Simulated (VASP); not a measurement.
# Vibrations of SnSe2 at several levels of theory, part 2 of 3

How much do the zone-centre frequencies of SnSe2 depend on the functional? The starting structure is a measured crystal structure from the Crystallography Open Database.

VASP 6.6.1.

## (2) Modes with LDA (continued)

Level of this step: LDA; plane waves and PAW (Sn_d, Se) (VASP).

OUTCAR, selected parts (step 2):

```text
ion  position               nearest neighbor table
   1  0.000  0.000  0.000-   2 2.70   3 2.70   3 2.70   2 2.70   2 2.70   3 2.70
   2  0.667  0.333  0.732-   1 2.70   1 2.70   1 2.70
   3  0.333  0.667  0.268-   1 2.70   1 2.70   1 2.70

  LATTYP: Found a hexagonal cell.
 ALAT       =     3.8071073613
 C/A-ratio  =     1.5464906740

 Subroutine GETGRP returns: Found 12 space group operations
 (whereof 12 operations were pure point group operations)

The static configuration has the point symmetry D_3d.

 Found     24 irreducible k-points:

   k-points           NKPTS =     24   k-points in BZ     NKDIM =     24   number of bands    NBANDS=     19

   dimension x,y,z NGX =    28 NGY =   28 NGZ =   42
   dimension x,y,z NGXF=    56 NGYF=   56 NGZF=   84

   ENCUT  =  450.0 eV  33.07 Ry    5.75 a.u.   6.59  6.59 10.18*2*pi/ulx,y,z

   NELECT =      26.0000    total number of electrons

 k-points in reciprocal lattice and weights: Automatic mesh
   0.00000000  0.00000000  0.00000000       0.007
   0.16666667 -0.00000000  0.00000000       0.042
   0.33333333  0.00000000  0.00000000       0.042
   0.50000000 -0.00000000  0.00000000       0.021
   0.16666667  0.16666667  0.00000000       0.042
   0.33333333  0.16666667  0.00000000       0.083
   0.33333333  0.33333333  0.00000000       0.014
   0.00000000  0.00000000  0.25000000       0.014
   0.16666667 -0.00000000  0.25000000       0.042
[...]
0.33333333  0.16666667  0.50000000       0.083
   0.33333333  0.33333333  0.50000000       0.014

 average (electrostatic) potential at core
       1-101.8929       2 -59.0834       3 -59.0834

  Total        0.0031853      0.0031853     -0.0006025      0.0000000      0.0000000     -0.0000000
  in kB        0.0690548      0.0690548     -0.0130627      0.0000000      0.0000000     -0.0000000
  external PRESSURE =       0.0416823 kB  Pullay stress =       0.0000000 kB

  energy-cutoff  :      450.00
  volume of cell :       73.90
      direct lattice vectors                 reciprocal lattice vectors
     3.807107361  0.000000000  0.000000000     0.262666614  0.151650640  0.000000000
    -1.903553681  3.297051690  0.000000000     0.000000000  0.303301281  0.000000000
     0.000000000  0.000000000  5.887656029     0.000000000  0.000000000  0.169846879

 POSITION                                       TOTAL-FORCE (eV/Angst)
 -----------------------------------------------------------------------------------
      0.00000      0.00000      0.00000        -0.000000      0.000000      0.000000
      1.90355      1.09902      4.31191         0.000000      0.000000     -0.000595
     -0.00000      2.19803      1.57575        -0.000000      0.000000      0.000595
 -----------------------------------------------------------------------------------
    total drift:                                0.000000     -0.000000      0.000000

 MACROSCOPIC STATIC DIELECTRIC TENSOR (including local field effects in DFT)
 ------------------------------------------------------
          17.936993     0.000000    -0.000000
           0.000000    17.936993     0.000000
          -0.000000     0.000000    21.141688
 ------------------------------------------------------

 PIEZOELECTRIC TENSOR (including local field effects)  for field in x, y, z        (C/m^2)
          XX          YY          ZZ          XY          YZ          ZX
  --------------------------------------------------------------------------------
  x     0.00000     0.00000     0.00000     0.00000     0.00000     0.00000
  y     0.00000     0.00000     0.00000     0.00000     0.00000     0.00000
  z     0.00000     0.00000     0.00000     0.00000     0.00000     0.00000

 BORN EFFECTIVE CHARGES (including local field effects) (in |e|, cummulative output)
 ---------------------------------------------------------------------------------
 ion    1
    1     5.45698     0.00000     0.00000
    2     0.00000     5.45698    -0.00000
    3     0.00000     0.00000     2.54079
 ion    2
    1    -2.72849    -0.00000     0.00000
    2    -0.00000    -2.72849     0.00000
    3     0.00000    -0.00000    -1.27039
 ion    3
    1    -2.72849    -0.00000    -0.00000
    2    -0.00000    -2.72849     0.00000
    3    -0.00000    -0.00000    -1.27039

 Eigenvectors and eigenvalues of the dynamical matrix
 ----------------------------------------------------

   1 f  =    7.294345 THz    45.831724 2PiTHz  243.313174 cm-1    30.166975 meV
             X         Y         Z           dx          dy          dz
      0.000000  0.000000  0.000000     0.000000    0.000000   -0.756315
      1.903554  1.099017  4.311906     0.000000    0.000000    0.462595
     -0.000000  2.198034  1.575750    -0.000000   -0.000000    0.462595

   2 f  =    5.452818 THz    34.261065 2PiTHz  181.886425 cm-1    22.551032 meV
             X         Y         Z           dx          dy          dz
      0.000000  0.000000  0.000000     0.000000    0.000000    0.000000
      1.903554  1.099017  4.311906     0.000000    0.000000    0.707107
     -0.000000  2.198034  1.575750    -0.000000   -0.000000   -0.707107

   3 f  =    4.359846 THz    27.393721 2PiTHz  145.428811 cm-1    18.030866 meV
             X         Y         Z           dx          dy          dz
      0.000000  0.000000  0.000000     0.628052    0.420963    0.000000
      1.903554  1.099017  4.311906    -0.384421   -0.257665    0.000000
     -0.000000  2.198034  1.575750    -0.384421   -0.257665    0.000000

   4 f  =    4.359846 THz    27.393721 2PiTHz  145.428811 cm-1    18.030866 meV
             X         Y         Z           dx          dy          dz
      0.000000  0.000000  0.000000     0.420963   -0.628052    0.000000
      1.903554  1.099017  4.311906    -0.257665    0.384421    0.000000
     -0.000000  2.198034  1.575750    -0.257665    0.384421    0.000000

   5 f  =    3.812995 THz    23.957757 2PiTHz  127.187838 cm-1    15.769275 meV
             X         Y         Z           dx          dy          dz
      0.000000  0.000000  0.000000    -0.000000   -0.000000    0.000000
      1.903554  1.099017  4.311906     0.587373    0.393692   -0.000000
     -0.000000  2.198034  1.575750    -0.587373   -0.393692    0.000000

   6 f  =    3.812995 THz    23.957757 2PiTHz  127.187838 cm-1    15.769275 meV
             X         Y         Z           dx          dy          dz
      0.000000  0.000000  0.000000    -0.000000   -0.000000    0.000000
      1.903554  1.099017  4.311906     0.393692   -0.587373    0.000000
     -0.000000  2.198034  1.575750    -0.393692    0.587373    0.000000

   7 f/i=    0.003471 THz     0.021810 2PiTHz    0.115786 cm-1     0.014356 meV
             X         Y         Z           dx          dy          dz
      0.000000  0.000000  0.000000    -0.650891   -0.068422    0.000000
      1.903554  1.099017  4.311906    -0.531701   -0.055892    0.000000
     -0.000000  2.198034  1.575750    -0.531701   -0.055892    0.000000

   8 f/i=    0.003471 THz     0.021810 2PiTHz    0.115786 cm-1     0.014356 meV
             X         Y         Z           dx          dy          dz
      0.000000  0.000000  0.000000     0.068422   -0.650891    0.000000
      1.903554  1.099017  4.311906     0.055892   -0.531701    0.000000
     -0.000000  2.198034  1.575750     0.055892   -0.531701    0.000000

   9 f/i=    0.008413 THz     0.052858 2PiTHz    0.280613 cm-1     0.034792 meV
             X         Y         Z           dx          dy          dz
      0.000000  0.000000  0.000000    -0.000000   -0.000000   -0.654208
      1.903554  1.099017  4.311906    -0.000000   -0.000000   -0.534795
     -0.000000  2.198034  1.575750    -0.000000   -0.000000   -0.534795

 MACROSCOPIC STATIC DIELECTRIC TENSOR IONIC CONTRIBUTION
 ------------------------------------------------------
          13.829513     0.000000    -0.000000
           0.000000    13.829513     0.000000
          -0.000000     0.000000     1.070898
 ------------------------------------------------------

 ELASTIC MODULI CONTR FROM IONIC RELAXATION (kBar)
 Direction    XX          YY          ZZ          XY          YZ          ZX
 --------------------------------------------------------------------------------
 XX        -129.9539   -109.0792   -316.9056     -0.0000     42.1661      0.0000
 YY        -109.0792   -129.9539   -316.9056     -0.0000    -42.1661     -0.0000
 ZZ        -316.9056   -316.9056   -840.2950     -0.0000     -0.0000     -0.0000
 XY          -0.0000     -0.0000     -0.0000    -10.4373     -0.0000     55.1146
 YZ          42.1661    -42.1661     -0.0000     -0.0000   -170.3477     -0.0000
 ZX           0.0000     -0.0000     -0.0000     55.1146     -0.0000   -291.0337
 --------------------------------------------------------------------------------

 PIEZOELECTRIC TENSOR IONIC CONTR  for field in x, y, z        (C/m^2)
          XX          YY          ZZ          XY          YZ          ZX
  --------------------------------------------------------------------------------
  x     0.00000     0.00000     0.00000    -0.00000    -0.00000     0.00000
  y     0.00000     0.00000     0.00000     0.00000     0.00000    -0.00000
  z    -0.00000     0.00000    -0.00000     0.00000     0.00000    -0.00000
```

Energies printed during the response cycles are not total energies of the cell.

LDA: the zone-centre modes are A2u 243.3, A1g 181.9, Eu 145.4, Eg 127.2 cm⁻¹.

## (3) Modes with LDA at the measured cell

The atoms were first relaxed in the fixed cell, in a run that isn't shown.

Contents of INCAR:

```
SYSTEM = SnSe2
PREC = Accurate
ENCUT = 450
EDIFF = 1E-08
NELM = 100
ISMEAR = 0
SIGMA = 0.03
LREAL = .FALSE.
ALGO = Normal
GGA = CA
NBANDS = 19
LORBIT = 11
LWAVE = .FALSE.
LCHARG = .FALSE.
KPAR = 2
IBRION = 8
LEPSILON = .TRUE.
ISIF = 2
```

Contents of POSCAR:

```
SnSe2
1.0
    3.8108000000      0.0000000000      0.0000000000
   -1.9054000000      3.3002496087      0.0000000000
    0.0000000000      0.0000000000      6.1410000000
Sn Se
1 2
Direct
    0.0000000000      0.0000000000      0.0000000000
    0.6666666667      0.3333333333      0.7429350686
    0.3333333333      0.6666666667      0.2570649314
```

Contents of KPOINTS:

```
Automatic mesh
0
Gamma
6 6 4
0 0 0
```

Potentials, in the order of the species: Sn_d and Se (LDA family, release 64).

Run with:

```console
$ mpirun -np 2 vasp_std
```

Output:

```text
[... set-up lines as in an earlier step ...]
 entering main loop
       N       E                     dE             d eps       ncg     rms          rms(c)
DAV:   1     0.188376144946E+03    0.18838E+03   -0.11374E+04   931   0.141E+03
DAV:   2     0.713750344909E+01   -0.18124E+03   -0.17593E+03   966   0.358E+02
DAV:   3    -0.133685789001E+02   -0.20506E+02   -0.20149E+02  1116   0.112E+02
DAV:   4    -0.140505321860E+02   -0.68195E+00   -0.68061E+00  1119   0.213E+01
[...]
DAV:  13    -0.137691620529E+02   -0.81418E-07   -0.31297E-07  1016   0.408E-03    0.150E-03
DAV:  14    -0.137691620390E+02    0.13860E-07   -0.51926E-08  1014   0.128E-03    0.479E-04
DAV:  15    -0.137691620395E+02   -0.49658E-09   -0.49938E-09   519   0.501E-04
   1 F= -.13769162E+02 E0= -.13769162E+02  d E =-.365314E-16
 Linear response reoptimize wavefunctions to high precision
DAV:   1    -0.137691620397E+02   -0.17690E-09   -0.57653E-10   643   0.196E-04
DAV:   2    -0.137691620396E+02    0.47294E-10   -0.12440E-10   507   0.102E-04
 Linear response G [H, r] |phi>, progress :
  Direction:   1
[...]
RMM:  12    -0.804855639158E-01    0.84017E-08    0.96010E-08  4842   0.166E-05    0.231E-07
 first order change of Fermi-energy  -0.10547E-05
 force on displaced ion       2 direction 1 :  -3.334  -0.001   0.000
 Born effective charge ion    2 direction 1 :  -2.850  -0.000  -0.000
 Linear response progress:
  Degree of freedom:   4/  4
       N       E                     dE             d eps       ncg     rms          rms(c)
RMM:   1    -0.100061964354E+00   -0.10006E+00    0.66118E-02  1995   0.153E+00
RMM:   2    -0.981966868818E-01    0.18653E-02   -0.20990E-03  1622   0.248E-01    0.941E-02
RMM:   3    -0.980412301167E-01    0.15546E-03   -0.20882E-04  1742   0.774E-02    0.443E-02
RMM:   4    -0.980261647260E-01    0.15065E-04   -0.74033E-05  1771   0.403E-02    0.202E-02
[...]
RMM:   9    -0.980316807677E-01    0.96881E-07   -0.12672E-07  1780   0.217E-04    0.400E-05
RMM:  10    -0.980315906158E-01    0.90152E-07   -0.43752E-09  1917   0.802E-05    0.105E-05
RMM:  11    -0.980316000886E-01   -0.94728E-08   -0.70487E-08  1889   0.304E-05    0.387E-06
 first order change of Fermi-energy  -0.65145E+00
 force on displaced ion       2 direction 3 :   0.000   0.000  -8.444
 Born effective charge ion    2 direction 3 :   0.000   0.000  -1.056
 Born effective charges drift removed
 Linear response finished
```

Elapsed: 3 min, on 2 MPI ranks of Intel Xeon 6975P-C (Granite Rapids), shared host; peak memory 0.67 GiB; 6 min of CPU time.

OUTCAR, selected parts (step 3):

```text
  Total       -0.3868601     -0.3868601     -0.5137695     -0.0000000      0.0000000      0.0000000
  in kB       -8.0253233     -8.0253233    -10.6580281     -0.0000000      0.0000000      0.0000000
  external PRESSURE =      -8.9028916 kB  Pullay stress =       0.0000000 kB

 POSITION                                       TOTAL-FORCE (eV/Angst)
 -----------------------------------------------------------------------------------
      0.00000      0.00000      0.00000        -0.000000      0.000000      0.000000
      1.90540      1.10008      4.56236        -0.000000      0.000000      0.000110
     -0.00000      2.20017      1.57864         0.000000      0.000000     -0.000110
 -----------------------------------------------------------------------------------
    total drift:                                0.000000     -0.000000     -0.000000

 MACROSCOPIC STATIC DIELECTRIC TENSOR (including local field effects in DFT)
 ------------------------------------------------------
          15.775088     0.000000     0.000000
           0.000000    15.775088     0.000000
           0.000000     0.000000    12.806687
 ------------------------------------------------------

 MACROSCOPIC STATIC DIELECTRIC TENSOR IONIC CONTRIBUTION
 ------------------------------------------------------
          12.814260     0.000000    -0.000000
           0.000000    12.814260    -0.000000
          -0.000000    -0.000000     0.662838
 ------------------------------------------------------

[... 1 part as in an earlier step ...]

[... 1 further part left out ...]
```

With LDA at the measured cell the modes are A2u 244.5, A1g 180.2, Eu 144.2, Eg 118.5 cm⁻¹; the largest shift is -8.7 cm⁻¹, in Eg, from LDA.

## (4) Modes with PBEsol

PBEsol restores the gradient expansion of exchange and is tuned for the cells of solids. The cell comes from a relaxation at this level, not shown (77.75 Å³).

Edit INCAR of step 3 so:

```diff
@@ -9,3 +9,3 @@
 ALGO = Normal
-GGA = CA
+GGA = PS
 NBANDS = 19
```

Contents of POSCAR:

```
SnSe2
1.0
    3.8240890866      0.0000000000      0.0000000000
   -1.9120445433      3.3117582953      0.0000000000
    0.0000000000      0.0000000000      6.1395770644
Sn Se
1 2
Direct
    0.0000000000      0.0000000000      0.0000000000
    0.6666666667      0.3333333333      0.7417620090
    0.3333333333      0.6666666667      0.2582379910
```

KPOINTS is that of step 3.

Potentials, in the order of the species: Sn_d and Se (PBE family, release 64).

Run with:

```console
$ mpirun -np 2 vasp_std
```

Output:

```text
[banner, memory and clock lines left out]
running    2 mpi-ranks, on    1 nodes
[...]
|                                                                             |
|               ----> ADVICE to this user running VASP <----                  |
|                                                                             |
|     You enforced a specific xc type in the INCAR file but a different       |
|     [... a line on the potential file left out ...]
|     I HOPE YOU KNOW WHAT YOU ARE DOING!                                     |
|                                                                             |

 LDA part: xc-table for (Slater+PW92), standard interpolation
 POSCAR, INCAR and KPOINTS ok, starting setup
[...]
entering main loop
       N       E                     dE             d eps       ncg     rms          rms(c)
DAV:   1     0.189558179232E+03    0.18956E+03   -0.11402E+04   918   0.140E+03
DAV:   2     0.792163959414E+01   -0.18164E+03   -0.17619E+03   975   0.360E+02
[...]
RMM:  11    -0.801488229377E-01    0.16018E-08    0.31359E-08  5864   0.229E-05    0.123E-06
 first order change of Fermi-energy  -0.37440E-05
 force on displaced ion       2 direction 1 :  -3.328  -0.001   0.000
 Born effective charge ion    2 direction 1 :  -2.841  -0.000  -0.000
 Linear response progress:
  Degree of freedom:   4/  4
       N       E                     dE             d eps       ncg     rms          rms(c)
RMM:   1    -0.993282946441E-01   -0.99328E-01    0.68711E-02  1980   0.152E+00
RMM:   2    -0.975257044406E-01    0.18026E-02   -0.21724E-03  1621   0.253E-01    0.913E-02
RMM:   3    -0.973812582711E-01    0.14445E-03   -0.24346E-04  1744   0.791E-02    0.432E-02
RMM:   4    -0.973743395540E-01    0.69187E-05   -0.98784E-05  1775   0.407E-02    0.197E-02
[...]
RMM:  13    -0.973852569274E-01   -0.15160E-08   -0.15354E-07  1717   0.197E-05    0.428E-07
RMM:  14    -0.973852573309E-01   -0.40359E-09   -0.14676E-07  1096   0.179E-05    0.122E-07
RMM:  15    -0.973852572358E-01    0.95109E-10   -0.15241E-07   862   0.176E-05    0.505E-08
 first order change of Fermi-energy  -0.60409E+00
 force on displaced ion       2 direction 3 :  -0.000  -0.000  -8.432
 Born effective charge ion    2 direction 3 :   0.000   0.000  -1.064
 Born effective charges drift removed
 Linear response finished
```

Elapsed: 3.2 min, on 2 MPI ranks; peak memory 0.72 GiB.

OUTCAR, selected parts (step 4):

```text
  Total        0.0051855      0.0051855     -0.0034437      0.0000000      0.0000000      0.0000000
  in kB        0.1068495      0.1068495     -0.0709604      0.0000000      0.0000000      0.0000000
  external PRESSURE =       0.0475795 kB  Pullay stress =       0.0000000 kB

 POSITION                                       TOTAL-FORCE (eV/Angst)
 -----------------------------------------------------------------------------------
      0.00000      0.00000      0.00000         0.000000      0.000000      0.000000
      1.91204      1.10392      4.55411        -0.000000      0.000000      0.000231
     -0.00000      2.20784      1.58547         0.000000     -0.000000     -0.000231
 -----------------------------------------------------------------------------------
    total drift:                               -0.000000     -0.000000      0.000000

 MACROSCOPIC STATIC DIELECTRIC TENSOR (including local field effects in DFT)
 ------------------------------------------------------
          15.409260     0.000000    -0.000000
           0.000000    15.409260     0.000000
           0.000000     0.000000    12.462930
 ------------------------------------------------------

 MACROSCOPIC STATIC DIELECTRIC TENSOR IONIC CONTRIBUTION
 ------------------------------------------------------
          12.783350    -0.000000     0.000000
          -0.000000    12.783350    -0.000000
           0.000000    -0.000000     0.674608
 ------------------------------------------------------

[... 1 part as in an earlier step ...]

[... 1 further part left out ...]
```

With PBEsol the modes are A2u 244.1, A1g 180.1, Eu 143.9, Eg 118.5 cm⁻¹; the largest shift is -8.7 cm⁻¹, in Eg, from LDA.

[end of part 2 of 3]

[Lines on the potential files, build, host, timing and source positions are cut from VASP's logs without a mark.]

[Logs are printed without paths, hosts, clocks, repeated set-up lines and the standing remarks that a program may print on its own settings, such as how far it seeks lower states.]

[Hosts, paths, dates, database ids (printed as entryN), source tags and the programs' standing remarks are cut or masked in the printed files.]
